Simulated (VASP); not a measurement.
Input for VASP

**INCAR**
```
ALGO = Normal
EDIFF = 1E-6
ENCUT = 300
GGA = PE
ISIF = 2
ISMEAR = 0
LASPH = .TRUE.
LCHARG = .FALSE.
LMAXMIX = 4
LREAL = .FALSE.
LWAVE = .FALSE.
NELM = 100
PREC = Accurate
SIGMA = 0.01
SYSTEM = MgTe
```

**KPOINTS**
```
Automatic mesh
0
Gamma
6 6 6
0 0 0
```

### POSCAR
```
MgTe
1
    0.0000000000     3.2320000000     3.2320000000
    3.2320000000     0.0000000000     3.2320000000
    3.2320000000     3.2320000000     0.0000000000
Mg Te
1 1
Direct
  0.0012350000  -0.0028970000  -0.0049480000
  0.7487650000   0.7528970000   0.7549480000
```

POTCAR, in this order: Mg Te (PBE.64 set). Program: vasp_std.

### Question
Write an equivalent input for Quantum ESPRESSO's pw.x.

### Answer
One equivalent input (not run):
```
&CONTROL
  calculation = 'scf'
  pseudo_dir = './pseudo'
  outdir = './out'
  tprnfor = .true.
  tstress = .true.
/
&SYSTEM
  ibrav = 0
  nat = 2
  ntyp = 2
  ecutwfc = 84
  occupations = 'smearing'
  smearing = 'gaussian'
  degauss = 0.000735
  input_dft = 'pbe'
/
&ELECTRONS
  conv_thr = 7.3e-08
  electron_maxstep = 100
/
ATOMIC_SPECIES
  Mg 24.305 Mg.upf
  Te 127.600 Te.upf
CELL_PARAMETERS angstrom
     0.0000000    3.2320000    3.2320000
     3.2320000    0.0000000    3.2320000
     3.2320000    3.2320000    0.0000000
ATOMIC_POSITIONS crystal
  Mg   0.0012350 -0.0028970 -0.0049480
  Te   0.7487650  0.7528970  0.7549480
K_POINTS automatic
  6 6 6 0 0 0
```
Limits of the translation: the potentials are each code's own (VASP's PAW set, PseudoDojo norm-conserving files in pw.x), so ENCUT and ecutwfc are chosen apart and not converted; conv_thr bounds pw.x's estimated SCF error, while EDIFF bounds the energy change between steps.

The structure comes from a computed database's MgTe entry; how it stands against other phases isn't given here. The cell was not relaxed at this level, atoms are displaced from their ideal sites.
